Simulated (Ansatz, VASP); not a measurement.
## AlZnNO: VASP beside Ansatz

Aim: how closely do two programs agree when they are given the same cell, functional and k mesh? The cell is generated by rule, not measured, and may not be a known phase. The cell is taken from a series of runs on this material, whose earlier steps may have relaxed, scaled, displaced or heated it; both programs get it as it stands.

Program: Ansatz 0.2.0. Level of theory: plane waves, with VASP 6.6.1 beside it; relaxation of cell and atoms at LDA. Results are calculated unless marked as measured.

The structure was built from a prototype and need not be the compound's stable phase.

## 1. The structure

The structure is trigonal, space group P3m1 (No. 156). The conventional cell has a = 3.271 Å, b = 3.271 Å, c = 8.828 Å, α = 90.00°, β = 90.00°, γ = 120.00°. Nearest to Al lie 4 O at 1.84 to 1.89 Å and 1 N at 1.94 Å. Al has 4 N at 1.93 to 1.99 Å and 1 O at 2.27 Å nearest. N has 4 Al at 1.93 to 1.94 Å and 1 Zn at 2.35 Å nearest. N has 4 Zn at 1.89 to 2.00 Å and 1 Al at 1.99 Å nearest. Nearest to O lie 1 Al at 1.84 Å and 3 Zn at 2.01 Å. O has 4 Al at 1.89 to 2.27 Å nearest. Farther neighbours and most contacts between anions are not listed.

Coordinates:

```
Al N O Zn
1.0
     3.27077    0.00000    0.00000
    -1.63539    2.83257    0.00000
     0.00000    0.00000    8.82783
Al N O Zn
2 2 2 2
Direct
  0.33333 0.66667 0.97347
  0.66667 0.33333 0.23513
  0.33333 0.66667 0.19270
  0.66667 0.33333 0.46006
  0.33333 0.66667 0.76497
  0.66667 0.33333 0.97778
  0.33333 0.66667 0.45906
  0.66667 0.33333 0.68682
```

## 2. VASP: relaxation of cell and atoms, LDA, pair 1

The relaxed volume is the usual yardstick between codes: in a stiff, nearly cubic crystal its relative difference is about their pressure difference at one cell divided by the bulk modulus.

Lines of VASP's logs that name or quote its potential files are left out, and so is its time.

Input file INCAR:

```
SYSTEM = AlZnNO
PREC = Accurate
ENCUT = 600
EDIFF = 1E-07
NELM = 120
ISMEAR = 0
SIGMA = 0.02
LREAL = .FALSE.
ALGO = Normal
GGA = PW92
NBANDS = 34
LORBIT = 11
LWAVE = .FALSE.
LCHARG = .FALSE.
ISIF = 3
IBRION = 2
NSW = 80
EDIFFG = -0.005
LASPH = .TRUE.
GGA_COMPAT = .FALSE.
NELMIN = 4
EFERMI = MIDGAP
KPAR = 2
```

Input file POSCAR:

```
AlZnNO
1.0
    3.2707750000      0.0000000000      0.0000000000
   -1.6353870000      2.8325740000      0.0000000000
    0.0000000000      0.0000000000      8.8278310000
Al N O Zn
2 2 2 2
Direct
    0.3333332903      0.6666667843      0.9734702669
    0.6666666236      0.3333334510      0.2351310305
    0.3333332903      0.6666667843      0.1927014688
    0.6666666236      0.3333334510      0.4600586486
    0.3333332903      0.6666667843      0.7649699003
    0.6666666236      0.3333334510      0.9777810654
    0.3333332903      0.6666667843      0.4590640668
    0.6666666236      0.3333334510      0.6868236377
```

Input file KPOINTS:

```
Automatic mesh
0
Gamma
9 9 4
0 0 0
```

PAW data sets: Al, N, O and Zn (LDA family, release 64).

On the command line:

```sh
> mpirun -np 2 vasp_std
```

Numbers of over 12 decimals in the logs are rounded to 6 here.

Log:

```text
[banner, memory and clock lines left out]
running    2 mpi-ranks, on    1 nodes
 distrk:  each k-point on    1 cores,    2 groups
 distr:  one band on    1 cores,    1 groups

 POSCAR found type information on POSCAR AlN O Zn
 POSCAR found :  4 types and       8 ions
|                                                                             |
|               ----> ADVICE to this user running VASP <----                  |
|                                                                             |
|     You enforced a specific xc type in the INCAR file but a different       |
|     [... a line on the potential file left out ...]
|     I HOPE YOU KNOW WHAT YOU ARE DOING!                                     |
|                                                                             |

 LDA part: xc-table for (Slater(with rela. corr.)+PW92), standard interpolation
 POSCAR, INCAR and KPOINTS ok, starting setup
 FFT: planning ... GRIDC
 FFT: planning ... GRID_SOFT
 FFT: planning ... GRID
 WAVECAR not read
 entering main loop
       N       E                     dE             d eps       ncg     rms          rms(c)
DAV:   1     0.498994425671E+03    0.49899E+03   -0.27199E+04  2924   0.212E+03
DAV:   2     0.890201115277E+01   -0.49009E+03   -0.46225E+03  3092   0.473E+02
DAV:   3    -0.596098883149E+02   -0.68512E+02   -0.67425E+02  3270   0.174E+02
DAV:   4    -0.622605649079E+02   -0.26507E+01   -0.26368E+01  3664   0.350E+01
DAV:   5    -0.622957122545E+02   -0.35147E-01   -0.35104E-01  3536   0.433E+00    0.199E+01
DAV:   6    -0.535070847127E+02    0.87886E+01   -0.26971E+01  4920   0.804E+01    0.113E+01
DAV:   7    -0.538039811113E+02   -0.29690E+00   -0.68336E+00  3280   0.187E+01    0.684E+00
DAV:   8    -0.537317551064E+02    0.72226E-01   -0.15554E+00  4552   0.101E+01    0.210E+00
DAV:   9    -0.536305328383E+02    0.10122E+00   -0.30842E-01  5088   0.115E+01    0.509E-01
DAV:  10    -0.536362857694E+02   -0.57529E-02   -0.96928E-02  3308   0.173E+00    0.261E-01
DAV:  11    -0.536357650892E+02    0.52068E-03   -0.47724E-03  4440   0.838E-01    0.810E-02
DAV:  12    -0.536356957027E+02    0.69387E-04   -0.71340E-04  4784   0.546E-01    0.271E-02
DAV:  13    -0.536357035308E+02   -0.78281E-05   -0.13366E-04  3688   0.129E-01    0.106E-02
DAV:  14    -0.536357029466E+02    0.58413E-06   -0.15749E-05  4352   0.527E-02    0.610E-03
DAV:  15    -0.536357026093E+02    0.33736E-06   -0.31498E-06  3928   0.162E-02    0.282E-03
DAV:  16    -0.536357026252E+02   -0.15893E-07   -0.12037E-06  4470   0.172E-02    0.130E-03
DAV:  17    -0.536357026094E+02    0.15747E-07   -0.27833E-07  2328   0.532E-03
   1 F= -.53635703E+02 E0= -.53635703E+02  d E =-.536357E+02
[... from here on, the cycles between the ionic steps are left out ...]
   2 F= -.53636039E+02 E0= -.53636039E+02  d E =-.336567E-03
   3 F= -.53636334E+02 E0= -.53636334E+02  d E =-.631299E-03
   4 F= -.53636334E+02 E0= -.53636334E+02  d E =-.631155E-03
   5 F= -.53636392E+02 E0= -.53636392E+02  d E =-.586045E-04
   6 F= -.53636405E+02 E0= -.53636405E+02  d E =-.712369E-04
   7 F= -.53636416E+02 E0= -.53636416E+02  d E =-.109443E-04
   8 F= -.53636416E+02 E0= -.53636416E+02  d E =-.109668E-04
 curvature:  -0.72 expect dE=-0.667E-05 dE for cont linesearch -0.402E-08
 trial: gam= 0.42122 g(F)=  0.852E-05 g(S)=  0.774E-06 ort = 0.374E-06 (trialstep = 0.107E+01)
 search vector abs. value=  0.140E-04
 bond charge predicted
       N       E                     dE             d eps       ncg     rms          rms(c)
DAV:   1    -0.536364189532E+02   -0.29840E-05   -0.32715E-03  2928   0.371E-01    0.177E-02
DAV:   2    -0.536364232252E+02   -0.42719E-05   -0.10226E-04  3658   0.897E-02    0.875E-03
DAV:   3    -0.536364222876E+02    0.93757E-06   -0.22030E-06  3582   0.157E-02    0.500E-03
DAV:   4    -0.536364218702E+02    0.41739E-06   -0.10283E-06  3764   0.118E-02    0.837E-04
DAV:   5    -0.536364218980E+02   -0.27770E-07   -0.36894E-07  2614   0.493E-03
   9 F= -.53636422E+02 E0= -.53636422E+02  d E =-.593011E-05
 trial-energy change:   -0.000006  1 .order   -0.000006   -0.000010   -0.000002
 step:   1.4072(harm=  1.4072)  dis= 0.00076  next Energy=   -53.636423 (dE=-0.665E-05)
 reached required accuracy - stopping structural energy minimisation
```

From OUTCAR (step 2):

```text
ion  position               nearest neighbor table
   1  0.333  0.667  0.973-   5 1.84   6 1.89   6 1.89   6 1.89   3 1.94   2 2.98   2 2.98   2 2.98
                             8 3.16   8 3.16   8 3.16
   2  0.667  0.333  0.235-   3 1.93   3 1.93   3 1.93   4 1.99   6 2.27   7 2.73   7 2.73   7 2.73
                             1 2.98   1 2.98   1 2.98
   3  0.333  0.667  0.193-   2 1.93   2 1.93   2 1.93   1 1.94   7 2.35
   4  0.667  0.333  0.460-   7 1.89   7 1.89   7 1.89   2 1.99   8 2.00
   5  0.333  0.667  0.765-   1 1.84   8 2.01   8 2.01   8 2.01
   6  0.667  0.333  0.978-   1 1.89   1 1.89   1 1.89   2 2.27
   7  0.333  0.667  0.459-   4 1.89   4 1.89   4 1.89   3 2.35   2 2.73   2 2.73   2 2.73   8 2.76
                             8 2.76   8 2.76
   8  0.667  0.333  0.687-   4 2.00   5 2.01   5 2.01   5 2.01   7 2.76   7 2.76   7 2.76   1 3.16
                             1 3.16   1 3.16

  LATTYP: Found a hexagonal cell.
 ALAT       =     3.2707750000
 C/A-ratio  =     2.6990028357

 Subroutine GETGRP returns: Found  6 space group operations
 (whereof  6 operations were pure point group operations)

The static configuration has the point symmetry C_3v.

 Found     43 irreducible k-points:

   k-points           NKPTS =     43   k-points in BZ     NKDIM =     43   number of bands    NBANDS=     34

   dimension x,y,z NGX =    28 NGY =   28 NGZ =   72
   dimension x,y,z NGXF=    56 NGYF=   56 NGZF=  144

   ENCUT  =  600.0 eV  44.10 Ry    6.64 a.u.   6.53  6.53 17.63*2*pi/ulx,y,z

   NELECT =      52.0000    total number of electrons

 k-points in reciprocal lattice and weights: Automatic mesh
   0.00000000  0.00000000  0.00000000       0.003
   0.11111111  0.00000000  0.00000000       0.019
   0.22222222  0.00000000  0.00000000       0.019
   0.33333333  0.00000000  0.00000000       0.019
   0.44444444  0.00000000  0.00000000       0.019
   0.11111111  0.11111111  0.00000000       0.019
   0.22222222  0.11111111  0.00000000       0.037
   0.33333333  0.11111111  0.00000000       0.037
   0.44444444  0.11111111  0.00000000       0.019
[...]
0.33333333  0.22222222  0.50000000       0.037
   0.33333333  0.33333333  0.50000000       0.006

 average (electrostatic) potential at core
       1 -72.7650       2 -72.1112       3 -61.6082       4 -61.8003       5 -71.0841
       6 -71.4939       7 -33.6003       8 -34.0699

 E-fermi :   6.3062

 k-point     1 :       0.0000    0.0000    0.0000
  band No.  band energies     occupation
    ...
     22       3.2601      2.00000
     23       3.2601      2.00000
     24       3.9310      2.00000
     25       5.9524      2.00000
     26       5.9524      2.00000
     27       6.6577      0.00000
     28       9.3987      0.00000
     29       9.6791      0.00000
     30      10.3802      0.00000
     31      13.6038      0.00000
    ...

 k-point     2 :       0.1111    0.0000    0.0000
  band No.  band energies     occupation
    ...
     22       3.0886      2.00000
     23       3.1853      2.00000
     24       3.8813      2.00000
     25       5.2711      2.00000
     26       5.6920      2.00000
     27       7.3161      0.00000
     28       9.5035      0.00000
     29      10.1068      0.00000
     30      10.7456      0.00000
     31      13.2339      0.00000
    ...

 k-point     3 :       0.2222    0.0000    0.0000
  band No.  band energies     occupation
    ...
     22       2.9778      2.00000
     23       2.9838      2.00000
     24       3.4129      2.00000
     25       4.3534      2.00000
     26       5.0799      2.00000
     27       8.3505      0.00000
     28       9.5804      0.00000
     29      10.5435      0.00000
     30      11.4274      0.00000
     31      12.7245      0.00000
    ...

  Total       -0.0100439     -0.0100439     -0.0115121     -0.0000000      0.0000000      0.0000000
  in kB       -0.1961128     -0.1961127     -0.2247805     -0.0000000      0.0000000      0.0000000
  external PRESSURE =      -0.2056686 kB  Pullay stress =       0.0000000 kB

  energy-cutoff  :      600.00
  volume of cell :       82.06
      direct lattice vectors                 reciprocal lattice vectors
     3.274969173  0.000000001  0.000000000     0.305346386  0.176291779 -0.000000000
    -1.637484085  2.836206259  0.000000000    -0.000000000  0.352583666 -0.000000000
    -0.000000000  0.000000000  8.834103372    -0.000000000 -0.000000000  0.113197679

 POSITION                                       TOTAL-FORCE (eV/Angst)
 -----------------------------------------------------------------------------------
      0.00000      1.89080      8.60198        -0.000000      0.000000      0.000950
      1.63748      0.94540      2.07472        -0.000000      0.000000      0.001221
      0.00000      1.89080      1.70047        -0.000000      0.000000      0.000321
      1.63748      0.94540      4.06085         0.000000     -0.000000      0.000346
      0.00000      1.89080      6.76045         0.000000     -0.000000     -0.000007
      1.63748      0.94540      8.63988         0.000000     -0.000000      0.004216
      0.00000      1.89080      4.05595        -0.000000     -0.000000     -0.004666
      1.63748      0.94540      6.06768        -0.000000     -0.000000     -0.002382
 -----------------------------------------------------------------------------------
    total drift:                                0.001229     -0.001234     -0.001060

  FREE ENERGIE OF THE ION-ELECTRON SYSTEM (eV)
  ---------------------------------------------------
  free  energy   TOTEN  =       -53.6364218980 eV

  energy  without entropy=      -53.6364218980  energy(sigma->0) =      -53.63642190

 reached required accuracy - stopping structural energy minimisation

 total charge
# of ion       s       p       d       tot
------------------------------------------
    1        0.337   0.409   0.000   0.746
    2        0.354   0.409   0.000   0.762
    3        1.209   2.585   0.000   3.794
    4        1.199   2.537   0.000   3.736
    5        1.539   3.495   0.000   5.034
    6        1.541   3.572   0.000   5.113
    7        0.604   0.700   9.905  11.210
    8        0.472   0.505   9.895  10.872
--------------------------------------------------
tot          7.254  14.213  19.800  41.267

[... 3 further parts left out ...]
```

CONTCAR:

```
AlZnNO
   1.00000000000000
     3.2749691732632442    0.0000000007402647    0.0000000000000000
    -1.6374840853493751    2.8362062593002668    0.0000000000000000
    -0.0000000000000000    0.0000000000000000    8.8341033721202233
  Al              N               O               Zn
     2     2     2     2
Direct
     0.3333332902999970    0.6666667842999985    0.9737243446346565
     0.6666666236000012    0.3333334510000014    0.2348531256126513
     0.3333332902999970    0.6666667842999985    0.1924895531460704
     0.6666666236000012    0.3333334510000014    0.4596792382400340
     0.3333332902999970    0.6666667842999985    0.7652673888409716
     0.6666666236000012    0.3333334510000014    0.9780147901372388
     0.3333332902999970    0.6666667842999985    0.4591240952739631
     0.6666666236000012    0.3333334510000014    0.6868475491144250
```

The run keeps the 6 symmetry operations of its start, so it cannot find a distortion of lower symmetry.

[end of part 1 of 2]

[Lines on the potential files, build, host, timing and source positions are cut from VASP's logs without a mark.]

[Logs are printed without paths, hosts, clocks, repeated set-up lines and the standing remarks that a program may print on its own settings, such as how far it seeks lower states.]

[Hosts, paths, dates, database ids (printed as entryN), source tags and the programs' standing remarks are cut or masked in the printed files.]
